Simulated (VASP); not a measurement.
```yaml
crystal:
  lattice:
    - [3.98894, 0.00000, 0.00000]
    - [-1.99447, 3.45452, 0.00000]
    - [0.00000, 0.00000, 17.17063]
  atoms:
    - { symbol: Ti, position: [0.00000, 0.00000, 0.50000] }
    - { symbol: Te, position: [0.33333, 0.66667, 0.59233] }
    - { symbol: Te, position: [0.66667, 0.33333, 0.40767] }
```

Calculation: PBE GGA, VASP's PBE PAW potentials (set 64) (plane waves; VASP). Numerical set-up: 300 eV cut-off, 7×7×1 Γ-centred mesh, Gaussian smearing of 0.050 eV, potentials Ti_sv Te.

At this cut-off the stress carries a Pulay error, which pulls relaxed volumes low. The cell holds a wide vacuum, so values per volume refer to the whole cell.

Give the force on each atom (eV/Å).

```tsv
atom	Fx	Fy	Fz
Ti1	0.000	0.000	0.000
Te2	0.000	0.000	0.416
Te3	0.000	0.000	-0.416
```

Give the stress tensor in GPa (positive for a compressed cell).

```
-1.16   0.00   0.00
 0.00  -1.16   0.00
 0.00   0.00   0.84
```
The pressure is its mean diagonal, -0.50 GPa.

The cell is a sheet with vacuum, built from a generated structure.
